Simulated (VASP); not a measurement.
Given:

```xyz
2
Lattice="0.0000 2.7522 2.7522 2.7522 0.0000 2.7522 2.7522 2.7522 0.0000" Properties=species:S:1:pos:R:3 pbc="T T T"
Li     2.7522     2.7522     0.0000
Br     2.7522     2.7522     2.7522
```

Calculation: PBE GGA, VASP's PBE PAW potentials (set 64) (plane waves; VASP). Numerical set-up: 520 eV cut-off, Gaussian smearing of 0.050 eV, potentials Li_sv Br.

Task: Give the energies of bands 3 to 8 at the high-symmetry points, in eV from the valence-band maximum.

Result: 
```json
[
 {"band": "3", "Γ": "-0.01", "X": "-2.88", "U": "-2.48", "L": "-2.87", "W": "-2.14"},
 {"band": "4", "Γ": "-0.01", "X": "-1.14", "U": "-1.84", "L": "-0.27", "W": "-2.14"},
 {"band": "5", "Γ": "-0.01", "X": "-1.14", "U": "-0.86", "L": "-0.27", "W": "-1.14"},
 {"band": "6", "Γ": "4.94", "X": "6.25", "U": "6.64", "L": "5.62", "W": "8.01"},
 {"band": "7", "Γ": "10.49", "X": "7.11", "U": "8.72", "L": "8.10", "W": "8.56"},
 {"band": "8", "Γ": "10.49", "X": "11.60", "U": "10.28", "L": "8.10", "W": "9.44"}
]
```

The gap is indirect, 4.94 eV, from the valence maximum at K-Γ at 0.79 to the conduction minimum at Γ.

Measured: gap 7.60 eV (computed value off by -2.66 eV), as given by Abedi et al., (2022), arXiv:2211.14644.

The compound is LiBr in the rock salt structure. It was relaxed first.
